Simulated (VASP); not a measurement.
A run of VASP 6.6.1 is set up as follows.

File POSCAR:

```
InSe
1.0
    4.0500000000      0.0000000000      0.0000000000
   -2.0250000000      3.5074028853      0.0000000000
    0.0000000000      0.0000000000     16.9300000000
In Se
4 4
Direct
    0.3333333333      0.6666666667      0.1570000000
    0.6666666667      0.3333333333      0.6570000000
    0.3333333333      0.6666666667      0.3430000000
    0.6666666667      0.3333333333      0.8430000000
    0.3333333333      0.6666666667      0.6020000000
    0.6666666667      0.3333333333      0.1020000000
    0.3333333333      0.6666666667      0.8980000000
    0.6666666667      0.3333333333      0.3980000000
```

INCAR.step1

```
PREC = Accurate ; ENCUT = 400
EDIFF = 1E-5 ; ISMEAR = 0
SIGMA = 0.02 ; LREAL = F
LASPH = T ; NELM = 80
ALGO = Normal ; ISIF = 2
LWAVE = T ; LCHARG = F
GGA = PE
```

The input INCAR.step2:

```
PREC = Accurate ; ENCUT = 400
EDIFF = 1E-6 ; ISMEAR = 0
SIGMA = 0.02 ; LREAL = F
LASPH = T ; NELM = 80
ALGO = Normal ; ISIF = 2
LWAVE = F ; LCHARG = F
METAGGA = MBJ ; ISTART = 1
```

File KPOINTS:

```
regular mesh
0
Gamma
  12 12 2
```

KPOINTS_OPT

```
path GMKGALHA,LM,KH
15
line-mode
reciprocal
 0.0000000000  0.0000000000  0.0000000000  G
 0.5000000000  0.0000000000  0.0000000000  M

 0.5000000000  0.0000000000  0.0000000000  M
 0.3333333333  0.3333333333  0.0000000000  K

 0.3333333333  0.3333333333  0.0000000000  K
 0.0000000000  0.0000000000  0.0000000000  G

 0.0000000000  0.0000000000  0.0000000000  G
 0.0000000000  0.0000000000  0.5000000000  A

 0.0000000000  0.0000000000  0.5000000000  A
 0.5000000000  0.0000000000  0.5000000000  L

 0.5000000000  0.0000000000  0.5000000000  L
 0.3333333333  0.3333333333  0.5000000000  H

 0.3333333333  0.3333333333  0.5000000000  H
 0.0000000000  0.0000000000  0.5000000000  A

 0.5000000000  0.0000000000  0.5000000000  L
 0.5000000000  0.0000000000  0.0000000000  M

 0.3333333333  0.3333333333  0.0000000000  K
 0.3333333333  0.3333333333  0.5000000000  H
```

Potentials or basis: VASP PAW PBE potentials, release 64 (In_d, Se).

Run with:

```bash
$ cat potpaw_PBE.64/In_d/POTCAR potpaw_PBE.64/Se/POTCAR > POTCAR
$ cp INCAR.step1 INCAR
$ mpirun -np 1 vasp_std > vasp.out
$ cp INCAR.step2 INCAR
$ mpirun -np 1 vasp_std > vasp.out
```

Task: Estimate the band gap along the path.

Result: 0.49 eV, indirect (least direct gap 0.51 eV).

Task: What does it give for the band gap on the k mesh?

Result: 0.49 eV, indirect (least direct gap 0.51 eV).

Levels at the corners of the path, in eV from the valence-band top:
```tsv
point	band 36	band 37	band 38	band 39	band 40	band 41
Γ	-2.31	-1.04	-0.01	0.49	1.04	1.87
M	-2.59	-1.31	-0.93	1.61	1.72	1.95
M	-2.59	-1.31	-0.93	1.61	1.72	1.95
K	-2.58	-1.12	-1.12	2.71	2.90	2.90
K	-2.58	-1.12	-1.12	2.71	2.90	2.90
Γ	-2.31	-1.04	-0.01	0.49	1.04	1.87
Γ	-2.31	-1.04	-0.01	0.49	1.04	1.87
A	-2.33	-0.61	-0.61	0.88	0.88	2.03
A	-2.33	-0.61	-0.61	0.88	0.88	2.03
L	-2.71	-1.12	-1.12	1.79	1.79	1.86
L	-2.71	-1.12	-1.12	1.79	1.79	1.86
H	-2.61	-1.11	-1.11	2.87	2.87	2.89
H	-2.61	-1.11	-1.11	2.87	2.87	2.89
A	-2.33	-0.61	-0.61	0.88	0.88	2.03
L	-2.71	-1.12	-1.12	1.79	1.79	1.86
M	-2.59	-1.31	-0.93	1.61	1.72	1.95
K	-2.58	-1.12	-1.12	2.71	2.90	2.90
H	-2.61	-1.11	-1.11	2.87	2.87	2.89
```

Caveat: spin-orbit coupling is left out, which moves the levels of the heavy elements.
